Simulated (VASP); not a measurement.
Input:

```
Li2O
1.0
    0.00000     2.29114     2.29114
    2.29114     0.00000     2.29114
    2.29114     2.29114     0.00000
Li O
2 1
Cartesian
  1.14557   1.14557   1.14557
  3.43672   3.43672   3.43672
  4.58229   2.29114   2.29114
```

All values below come from r2SCAN meta-GGA, VASP's PBE PAW potentials (set 64) (plane waves; VASP). Run with 600 eV cut-off, 8×8×8 Γ-centred mesh, Gaussian smearing of 0.050 eV, potentials Li_sv O.

Energy and stress use the plane-wave basis of the starting cell.

Task: The ions, cell shape and volume at an external pressure of 20.0 GPa are relaxed. Predict the relaxed structure.

Result: 
```
Li2O
1.0
    0.00000     2.16941     2.16941
    2.16941     0.00000     2.16941
    2.16941     2.16941     0.00000
Li O
2 1
Direct
  0.25000   0.25000   0.25000
  0.75000   0.75000   0.75000
  0.00000   0.00000   0.00000
```
Space group Fm-3m (225), at a tolerance of 0.03 Å.

Task: How do energy and volume change from the first to the last step?

Result: The energy (σ→0) changes by +63.7 meV/atom and the volume by -15.1 %, in 3 ionic steps.

```tsv
step	E(σ→0) (eV)	max force (eV/Å)	pressure (GPa)	volume (Å³)
1	-16.8362	0.000	-0.76	24.05
2	-16.6683	0.000	18.41	20.62
3	-16.6451	0.000	19.91	20.42
```

The compound is Li2O in the antifluorite structure. This run relaxes it under an external pressure of 20 GPa. Symmetry was kept, so distortions that lower it aren't found.
